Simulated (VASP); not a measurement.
Consider the following.

```
CELL_PARAMETERS angstrom
      5.03102     0.00000     0.00000
      0.00000     5.03102     0.00000
      0.00000     0.00000     3.44776
ATOMIC_POSITIONS crystal
  Pb 0.00000 0.00000 0.00000
  Pb 0.50000 0.50000 0.50000
  O  0.30757 0.30757 0.00000
  O  0.80757 0.19243 0.50000
  O  0.19243 0.80757 0.50000
  O  0.69243 0.69243 0.00000
```

Method: revTPSS meta-GGA, VASP's PBE PAW potentials (set 64) (plane waves; VASP 6.6.1). Numerical set-up: 520 eV cut-off, 4×4×6 Γ-centred mesh, Gaussian smearing of 0.050 eV, potentials Pb_d O.

Q: Estimate the energy per atom (σ→0).

A: 
The energy per atom (σ→0) is 8.266 eV/atom.

The compound is PbO2 in the rutile structure. It was relaxed first. The start is the result of an earlier pass.
